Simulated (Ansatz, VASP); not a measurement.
## Ga2O3 (amorphous Ga2O3) in two plane-wave programs

Aim: how closely do two programs agree when they are given the same cell, functional and k mesh? The structure shown is the start of the Ansatz relaxation below; VASP solves that cell, so the two are compared at the walk's first step.

Method: plane waves, with VASP 6.6.1 beside it; single point at PBE, in Ansatz 0.2.0.

## 1. The structure

The cell holds 80 atoms: 32 Ga and 48 O. Its edges and angles: a = 10.054 Å, b = 10.054 Å, c = 10.054 Å, α = 90.0°, β = 90.0°, γ = 90.0°. 80 atoms (32 Ga, 48 O) packed at random and pushed apart as soft spheres at 4.9 g/cm^3; MD (Langevin at fixed volume unless said) with the MACE-MP-0b2 small potential (Batatia et al., arXiv:2401.00096), steps of 2 fs: 0.7 ps at 3000 K, 3000 to 1800 K in 0.7 ps, 1800 to 300 K in 2 ps; then atoms relaxed.

## 2. Ansatz: relaxation, PBE

Ansatz runs on its default PAW (the set named soft_2) files.

The two programs are compared at the cell with which this relaxation starts, whose forces are those of its first step.

Input file input.yaml:

```yaml
crystal:
  lattice:
    - [10.0542, 0.0, 0.0]
    - [0.0, 10.0542, 0.0]
    - [0.0, 0.0, 10.0542]
  atoms:
    - { symbol: Ga, position: [0.16257, 0.98585, 0.62185] }
    - { symbol: Ga, position: [0.15203, 0.75257, 0.85592] }
    - { symbol: Ga, position: [0.27584, 0.29622, 0.10419] }
    - { symbol: Ga, position: [0.81529, 0.29852, 0.46936] }
    - { symbol: Ga, position: [0.44944, 0.51971, 0.23163] }
    - { symbol: Ga, position: [0.88529, 0.56818, 0.2624] }
    - { symbol: Ga, position: [0.3532, 0.59261, 0.66464] }
    - { symbol: Ga, position: [0.21609, 0.67158, 0.1631] }
    - { symbol: Ga, position: [0.09873, 0.40147, 0.30008] }
    - { symbol: Ga, position: [0.713, 0.78738, 0.31503] }
    - { symbol: Ga, position: [0.39584, 0.80025, 0.39057] }
    - { symbol: Ga, position: [0.60246, 0.55812, 0.49702] }
    - { symbol: Ga, position: [0.67217, 0.85901, 0.82891] }
    - { symbol: Ga, position: [0.13908, 0.98447, 0.25734] }
    - { symbol: Ga, position: [0.11237, 0.40988, 0.59265] }
    - { symbol: Ga, position: [0.93558, 0.54877, 0.90922] }
    - { symbol: Ga, position: [0.65513, 0.41081, 0.74361] }
    - { symbol: Ga, position: [0.31544, 0.19844, 0.42463] }
    - { symbol: Ga, position: [0.94141, 0.22395, 0.76804] }
    - { symbol: Ga, position: [0.96541, 0.30571, 0.03783] }
    - { symbol: Ga, position: [0.91053, 0.69971, 0.61544] }
    - { symbol: Ga, position: [0.86992, 0.9748, 0.59008] }
    - { symbol: Ga, position: [0.62962, 0.0781, 0.37927] }
    - { symbol: Ga, position: [0.83582, 0.02798, 0.09837] }
    - { symbol: Ga, position: [0.4306, 0.05336, 0.15637] }
    - { symbol: Ga, position: [0.14829, 0.04761, 0.96153] }
    - { symbol: Ga, position: [0.33609, 0.27972, 0.78146] }
    - { symbol: Ga, position: [0.63113, 0.14077, 0.87639] }
    - { symbol: Ga, position: [0.65816, 0.60393, 0.01571] }
    - { symbol: Ga, position: [0.13194, 0.70137, 0.44756] }
    - { symbol: Ga, position: [0.64885, 0.2903, 0.15062] }
    - { symbol: Ga, position: [0.43933, 0.03071, 0.63219] }
    - { symbol: O, position: [0.17523, 0.93367, 0.81922] }
    - { symbol: O, position: [0.33264, 0.90177, 0.55815] }
    - { symbol: O, position: [0.55626, 0.0008, 0.76778] }
    - { symbol: O, position: [0.28544, 0.14349, 0.66178] }
    - { symbol: O, position: [0.37513, 0.21653, 0.24103] }
    - { symbol: O, position: [0.00875, 0.97677, 0.13051] }
    - { symbol: O, position: [0.2593, 0.42733, 0.7035] }
    - { symbol: O, position: [0.58773, 0.74997, 0.94092] }
    - { symbol: O, position: [0.74924, 0.96136, 0.26127] }
    - { symbol: O, position: [0.77214, 0.10225, 0.50608] }
    - { symbol: O, position: [0.09988, 0.27252, 0.16657] }
    - { symbol: O, position: [0.04658, 0.57889, 0.56326] }
    - { symbol: O, position: [0.39823, 0.69701, 0.21363] }
    - { symbol: O, position: [0.1711, 0.07656, 0.41333] }
    - { symbol: O, position: [0.96654, 0.30334, 0.59711] }
    - { symbol: O, position: [0.57174, 0.4531, 0.09767] }
    - { symbol: O, position: [0.30917, 0.69381, 0.80125] }
    - { symbol: O, position: [0.7577, 0.24581, 0.78678] }
    - { symbol: O, position: [0.7746, 0.83128, 0.66657] }
    - { symbol: O, position: [0.27019, 0.21386, 0.94183] }
    - { symbol: O, position: [0.75272, 0.99222, 0.93481] }
    - { symbol: O, position: [0.91398, 0.39675, 0.34151] }
    - { symbol: O, position: [0.51634, 0.29304, 0.80813] }
    - { symbol: O, position: [0.91728, 0.4872, 0.08738] }
    - { symbol: O, position: [0.73114, 0.43563, 0.56804] }
    - { symbol: O, position: [0.19938, 0.81615, 0.30981] }
    - { symbol: O, position: [0.576, 0.73941, 0.43318] }
    - { symbol: O, position: [0.99688, 0.14525, 0.93318] }
    - { symbol: O, position: [0.97579, 0.69027, 0.79821] }
    - { symbol: O, position: [0.74746, 0.52373, 0.87109] }
    - { symbol: O, position: [0.55355, 0.15029, 0.05489] }
    - { symbol: O, position: [0.49024, 0.95717, 0.30129] }
    - { symbol: O, position: [0.8369, 0.68168, 0.41978] }
    - { symbol: O, position: [0.8081, 0.2186, 0.08875] }
    - { symbol: O, position: [0.67949, 0.2481, 0.32466] }
    - { symbol: O, position: [0.5331, 0.55151, 0.67034] }
    - { symbol: O, position: [0.01032, 0.38514, 0.86425] }
    - { symbol: O, position: [0.08161, 0.59276, 0.28843] }
    - { symbol: O, position: [0.48611, 0.14536, 0.49364] }
    - { symbol: O, position: [0.30823, 0.6515, 0.49029] }
    - { symbol: O, position: [0.28195, 0.47167, 0.15671] }
    - { symbol: O, position: [0.21089, 0.35721, 0.43844] }
    - { symbol: O, position: [0.99754, 0.06354, 0.67847] }
    - { symbol: O, position: [0.02997, 0.84452, 0.54426] }
    - { symbol: O, position: [0.26337, 0.99618, 0.10595] }
    - { symbol: O, position: [0.74361, 0.66426, 0.17717] }
    - { symbol: O, position: [0.51175, 0.45368, 0.38219] }
    - { symbol: O, position: [0.10882, 0.69476, 0.02269] }
kpoints:
  mp_grid: { grid: [1, 1, 1] }
hamiltonian:
  xc: pbe
scf:
  occupations: { method: fermi_dirac, width: 0.025 }
output:
  forces: true
relax:
  f_tol: 0.04
  max_steps: 250
  cell: {}
```

Command:

```console
ansatz run input.yaml --threads 4 --pin off --max-ram 8192MiB --backend cpu --events-out ev --progress --plain --runs-dir out
```

Numbers of over 12 decimals in the logs are rounded to 6 here.

Output:

```text
Engine: ansatz 0.2.0, aarch64-unknown-linux-gnu
Pseudopotentials: kind: paw
Pseudopotential: Ga, paw, valence charge 13, recommended cutoff 420 eV (normal), Ga.paw.azcp
Pseudopotential: O, paw, valence charge 6, recommended cutoff 420 eV (normal), O.paw.azcp
Functional definition: PBE
  parameter kappa = 0.804
  parameter beta = 0.066725
  exchange = pbe_x(kappa = kappa, mu = beta*pi^2/3)
  correlation = pbe_c(beta = beta)
Crystal: 80 atoms, lattice volume = 1016.348 Å³
Basis set: ecut = 420 eV, 19933 PW (Γ), exchange–correlation on 144×144×144 points (8 copies of the dense FFT grid, shifted against one another)
Bands: 432, of which v1, the nominal top of the filled ones, is band 352 counted from 1 (351 counted from 0)
Symmetry: 1 space group operations
Space group: P1 (ITA 1), of the structure as read, at distance tolerance 1.0e-4 Å
k-points: 1
Non-local potential: Ga, projectors of the file, l = 0: 2, l = 1: 2, l = 2: 3, l = 3: 1
Non-local potential: O, projectors of the file, l = 0: 2, l = 1: 2, l = 2: 1
PAW form: soft (Blöchl's): semilocal exchange-correlation on the pseudo side does not see the compensation charge
PAW one-centre angular grid: Ga, 590 points (default); XC on 64 Gauss nodes
PAW one-centre angular grid: O, 110 points (default); XC on 64 Gauss nodes
Initial density: superposition of atomic densities (neutral atoms: chi_scale 0, normalization atom), corrected by the library's trained network
Initial wavefunctions: pseudopotential atomic-orbital guess
Functional: x = pbe(κ = 0.804, μ = 0.219515), c = pbe(β = 0.066725)
SCF iter   1: F=—  HF=-148307.917888 eV  |F-HF|=—  |Δ(HF+E_count)|=         —  Δρ=2.62e-3  dr2=7.11e-2  ethr=1.77e-3  ⟨swp⟩=6.0  Hψ=1453  notcnv=0  defer=59
preconditioner: auto → Resta (q_TF=auto, 2.566 Å⁻¹)  ε∞=4.4  [insulator: Δε(μ)=1.196 eV  Ē_g=16.815 eV  σ=0.025 eV  W_gap=1.00  n_scr=256 (ndim 8)  ℏωp=30.9 eV  f_vac=0.131  D(μ)=0.00/eV (n_scr^D=0)  ε∞_Penn≈4.4]
SCF iter   2: F=—  HF=-148307.916802 eV  |F-HF|=—  |Δ(HF+E_count)|=   1.09e-3  Δρ=1.37e-3  dr2=1.56e-2  ethr=1.01e-5  ⟨swp⟩=2.0  Hψ=856  notcnv=0  defer=73
SCF iter   3: F=—  HF=-148307.918845 eV  |F-HF|=—  |Δ(HF+E_count)|=   2.04e-3  Δρ=5.76e-4  dr2=5.19e-3  ethr=2.22e-6  ⟨swp⟩=2.0  Hψ=665  notcnv=0  defer=73
SCF iter   4: F=—  HF=-148307.919166 eV  |F-HF|=—  |Δ(HF+E_count)|=   3.21e-4  Δρ=1.98e-4  dr2=4.76e-4  ethr=7.37e-7  ⟨swp⟩=2.0  Hψ=665  notcnv=0  defer=73
SCF iter   5: F=—  HF=-148307.919298 eV  |F-HF|=—  |Δ(HF+E_count)|=   1.32e-4  Δρ=1.32e-4  dr2=1.70e-4  ethr=6.76e-8  ⟨swp⟩=2.0  Hψ=709  notcnv=0  defer=73
SCF iter   6: F=—  HF=-148307.919339 eV  |F-HF|=—  |Δ(HF+E_count)|=   4.05e-5  Δρ=3.29e-5  dr2=1.10e-5  ethr=2.41e-8  ⟨swp⟩=2.0  Hψ=709  notcnv=0  defer=73
SCF iter   7: F=—  HF=-148307.920585 eV  |F-HF|=—  |Δ(HF+E_count)|=   1.25e-3  Δρ=2.51e-5  dr2=5.82e-6  ethr=1.56e-9  ⟨swp⟩=2.0  Hψ=711  notcnv=0  defer=73
SCF iter   8: F=—  HF=-148307.920586 eV  |F-HF|=—  |Δ(HF+E_count)|=   7.02e-7  Δρ=5.83e-6  dr2=4.18e-7  ethr=8.27e-10  ⟨swp⟩=2.0  Hψ=710  notcnv=0  defer=73
SCF iter   9: F=—  HF=-148307.920586 eV  |F-HF|=—  |Δ(HF+E_count)|=   5.11e-7  Δρ=4.74e-6  dr2=1.95e-7  ethr=1.42e-11  ⟨swp⟩=4.0  Hψ=1451  notcnv=0
SCF iter  10: F=-148307.920586 eV  HF=-148307.920586 eV  |F-HF|=8.32e-9  |Δ(HF+E_count)|=   4.60e-9  Δρ=1.76e-6  dr2=3.26e-8  ethr=1.42e-11  ⟨swp⟩=4.0  Hψ=1158  notcnv=0
SCF 1 converged in 10 iterations: F = -148307.920586 eV  dr2 = 3.26e-8
  greatest PAW one-centre occupation: 0.998 electrons in one spin orbital (limit 2), on the Ga atom at site 19 (counted from 0), in its partial waves of l = 2
relax step   1: F+E_penalty+E_count = -148307.92058629 eV  Δ(F+E_penalty+E_count) = +0.000e0 eV  max|allowed force component| = 2.573e-1 eV/Å  Δτ_max = 0.0000 Å  P = +0.351 GPa  Ω = 1016.348 Å³  (10 SCF iters, dr2 threshold 1.00e-7 eV, accepted)
Crystal: 80 atoms, lattice volume = 1019.635 Å³
Basis set: ecut = 420 eV, 19903 PW (Γ), exchange–correlation on 144×144×144 points (8 copies of the dense FFT grid, shifted against one another)
Initial density: handed on by an earlier stage of this run
Initial wavefunctions: those handed on with the density
iter 1 solved again at ethr=1.67e-5 eV; its pass at ethr=3.10e-3 eV (dr2=1.18e-1 eV) is discarded
SCF iter   1: F=—  HF=-148308.116390 eV  |F-HF|=—  |Δ(HF+E_count)|=         —  Δρ=6.08e-3  dr2=1.19e-1  ethr=1.67e-5  ⟨swp⟩=4.0  Hψ=1861  notcnv=0
preconditioner: auto → Resta (q_TF=auto, 2.565 Å⁻¹)  ε∞=4.4  [insulator: Δε(μ)=1.109 eV  Ē_g=16.800 eV  σ=0.025 eV  W_gap=1.00  n_scr=270 (ndim 8)  ℏωp=30.9 eV  f_vac=0.135  D(μ)=0.00/eV (n_scr^D=0)  ε∞_Penn≈4.4]
SCF iter   2: F=—  HF=-148308.091370 eV  |F-HF|=—  |Δ(HF+E_count)|=   2.50e-2  Δρ=2.96e-3  dr2=2.87e-2  ethr=1.67e-5  ⟨swp⟩=2.0  Hψ=816  notcnv=0
SCF iter   3: F=—  HF=-148308.090406 eV  |F-HF|=—  |Δ(HF+E_count)|=   9.64e-4  Δρ=8.32e-4  dr2=5.99e-3  ethr=4.08e-6  ⟨swp⟩=2.0  Hψ=820  notcnv=0
[...]
atom  52  O      0.00447168    -0.00950655     0.00223594
  atom  53  O      0.00011079     0.00547645     0.00148020
  atom  54  O     -0.00079250    -0.00272471    -0.00515505
  atom  55  O      0.00371919     0.00150864     0.00429637
  atom  56  O      0.00175099     0.00582216    -0.00254095
  atom  57  O      0.00169177     0.00139884    -0.00408145
  atom  58  O     -0.00586804     0.00629132    -0.00147469
  atom  59  O      0.00306208    -0.00419861     0.00313746
  atom  60  O     -0.00045631    -0.00187218    -0.00474432
  atom  61  O      0.00434262    -0.00488447    -0.00046055
  atom  62  O      0.00349613    -0.00035021     0.00073074
  atom  63  O      0.00409551    -0.00304076    -0.00962783
  atom  64  O      0.00192877     0.00532095    -0.00117558
  atom  65  O     -0.00199458    -0.00015100     0.00220461
  atom  66  O      0.00102869    -0.00747764     0.00118610
  atom  67  O     -0.00050032     0.00598860    -0.00239606
  atom  68  O     -0.00135601    -0.00131220     0.00648112
  atom  69  O      0.00073707     0.00510651     0.00463182
  atom  70  O     -0.00541509    -0.00437385    -0.00148399
  atom  71  O     -0.00037487     0.00344100     0.00058291
  atom  72  O      0.00112085    -0.00027794     0.00194788
  atom  73  O     -0.00492599    -0.00599765     0.00037500
  atom  74  O      0.00722325    -0.00271560     0.00034987
  atom  75  O      0.00796921    -0.00143475     0.00162694
  atom  76  O      0.00137024    -0.00164264     0.00423220
  atom  77  O      0.00216073     0.00299336     0.00503111
  atom  78  O     -0.00119849     0.00011941     0.00266779
  atom  79  O     -0.00097712    -0.00018269     0.00100037
  atom  80  O      0.00530172     0.00376206    -0.00339814
  max |Σ_I F_I| component: 1.68e-6 eV/Å
--- Stress (GPa, compression-positive) ---
       -0.018577      -0.005387       0.002371
       -0.005387      -0.024307       0.006165
        0.002371       0.006165      -0.027042
  P = ⅓ Tr σ = -0.0233 GPa (-0.233 kbar)
--- Relaxed structure (9 steps of the walk, 9 accepted, 2 SCFs on fresh bases) ---
  F+E_penalty+E_count = -148308.38575727 eV   max|allowed force component| = 1.556e-2 eV/Å   (the final SCF, on the basis selected at the relaxed cell)
  cell:  # Å, volume = 1026.7891 Å³
    - [10.250989, -0.037085, -0.146787]
    - [-0.037085, 10.111681, 0.107126]
    - [-0.146787, 0.107126, 9.909216]
  atoms:
    - { symbol: Ga, position: [0.170531, 0.988445, 0.611972] }
    - { symbol: Ga, position: [0.151727, 0.754372, 0.859061] }
    - { symbol: Ga, position: [0.265219, 0.309451, 0.098880] }
    - { symbol: Ga, position: [0.806123, 0.301858, 0.468594] }
    - { symbol: Ga, position: [0.451459, 0.522619, 0.213486] }
    - { symbol: Ga, position: [0.893516, 0.576200, 0.254725] }
    - { symbol: Ga, position: [0.350804, 0.593923, 0.678649] }
    - { symbol: Ga, position: [0.220846, 0.669928, 0.160216] }
    - { symbol: Ga, position: [0.083311, 0.394106, 0.311057] }
    - { symbol: Ga, position: [0.714282, 0.781595, 0.320211] }
    - { symbol: Ga, position: [0.397843, 0.800426, 0.392137] }
    - { symbol: Ga, position: [0.576509, 0.545967, 0.494859] }
    - { symbol: Ga, position: [0.685419, 0.861141, 0.823836] }
    - { symbol: Ga, position: [0.136975, 0.980367, 0.262772] }
    - { symbol: Ga, position: [0.109327, 0.408445, 0.601169] }
    - { symbol: Ga, position: [0.931239, 0.541434, 0.897129] }
    - { symbol: Ga, position: [0.654939, 0.403655, 0.741364] }
    - { symbol: Ga, position: [0.317882, 0.203256, 0.423800] }
    - { symbol: Ga, position: [0.940733, 0.219019, 0.768564] }
    - { symbol: Ga, position: [0.960184, 0.301796, 0.037954] }
    - { symbol: Ga, position: [0.918685, 0.705990, 0.606896] }
    - { symbol: Ga, position: [0.882174, 0.979940, 0.583801] }
    - { symbol: Ga, position: [0.624235, 0.078744, 0.380903] }
    - { symbol: Ga, position: [0.828988, 0.025408, 0.114812] }
    - { symbol: Ga, position: [0.418489, 0.062247, 0.157075] }
    - { symbol: Ga, position: [0.161600, 0.056084, 0.944188] }
    - { symbol: Ga, position: [0.344882, 0.279060, 0.779749] }
    - { symbol: Ga, position: [0.635984, 0.135493, 0.880360] }
    - { symbol: Ga, position: [0.670613, 0.601569, 0.00888168] }
    - { symbol: Ga, position: [0.139513, 0.696441, 0.447531] }
    - { symbol: Ga, position: [0.648434, 0.289427, 0.146537] }
    - { symbol: Ga, position: [0.442751, 0.030177, 0.632676] }
    - { symbol: O, position: [0.185888, 0.932967, 0.811870] }
    - { symbol: O, position: [0.340396, 0.897384, 0.563103] }
    - { symbol: O, position: [0.565982, -0.000727033, 0.765657] }
    - { symbol: O, position: [0.295436, 0.142614, 0.662280] }
    - { symbol: O, position: [0.364766, 0.223712, 0.236804] }
    - { symbol: O, position: [-0.016925, 0.963712, 0.177023] }
    - { symbol: O, position: [0.258152, 0.425072, 0.709987] }
    - { symbol: O, position: [0.598037, 0.742766, 0.923806] }
    - { symbol: O, position: [0.729216, 0.959343, 0.270151] }
    - { symbol: O, position: [0.772020, 0.105173, 0.507961] }
    - { symbol: O, position: [0.098093, 0.282687, 0.167213] }
    - { symbol: O, position: [0.052327, 0.580479, 0.564940] }
    - { symbol: O, position: [0.398212, 0.698776, 0.214973] }
    - { symbol: O, position: [0.179220, 0.075157, 0.418514] }
    - { symbol: O, position: [0.957079, 0.312077, 0.598941] }
    - { symbol: O, position: [0.582064, 0.456871, 0.094543] }
    - { symbol: O, position: [0.303086, 0.677496, 0.823720] }
    - { symbol: O, position: [0.760386, 0.241753, 0.789463] }
    - { symbol: O, position: [0.787855, 0.838203, 0.663163] }
    - { symbol: O, position: [0.273275, 0.216652, 0.940489] }
    - { symbol: O, position: [0.753151, 0.990635, 0.944332] }
    - { symbol: O, position: [0.904365, 0.402280, 0.339637] }
    - { symbol: O, position: [0.522402, 0.286144, 0.809282] }
    - { symbol: O, position: [0.916299, 0.490053, 0.080149] }
[...]
- { symbol: O, position: [0.294091, 0.485664, 0.118308] }
    - { symbol: O, position: [0.202730, 0.351523, 0.445843] }
    - { symbol: O, position: [1.009012, 0.069791, 0.674283] }
    - { symbol: O, position: [0.035981, 0.850431, 0.541542] }
    - { symbol: O, position: [0.250252, 1.002661, 0.107280] }
    - { symbol: O, position: [0.749789, 0.669009, 0.173947] }
    - { symbol: O, position: [0.488096, 0.446768, 0.373974] }
    - { symbol: O, position: [0.106522, 0.725594, 0.033004] }
```

The column dr2 measures how far the density is from self-consistency, as an energy; F and HF (Harris–Foulkes) agree once it is small.

[end of part 1 of 2]

[Lines on the potential files, build, host, timing and source positions are cut from VASP's logs without a mark.]

[Logs are printed without paths, hosts, clocks, repeated set-up lines and the standing remarks that a program may print on its own settings, such as how far it seeks lower states.]

[Hosts, paths, dates, database ids (printed as entryN), source tags and the programs' standing remarks are cut or masked in the printed files.]
